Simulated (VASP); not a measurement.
Data:

```xyz
2
Lattice="2.8404 0.0000 0.0000 0.0000 2.8404 0.0000 0.0000 0.0000 3.5523" Properties=species:S:1:pos:R:3 pbc="T T T"
Cu     0.0000     0.0000     3.5523
Au     1.4202     1.4202     1.7761
```

All values below come from PBEsol GGA, VASP's PBE PAW potentials (set 64) (plane waves; VASP). Settings: 480 eV cut-off, 12×12×10 Γ-centred mesh, first-order Methfessel-Paxton smearing of 0.10 eV, potentials Cu Au.

**Question.** Give the stress tensor in GPa (positive for a compressed cell).

**Answer.** 
```
-1.37   0.00   0.00
 0.00  -1.37   0.00
 0.00   0.00  -1.61
```
The pressure is its mean diagonal, -1.45 GPa.

The compound is CuAu in the L1_0 structure. This cell was strained or had an atom moved on purpose.
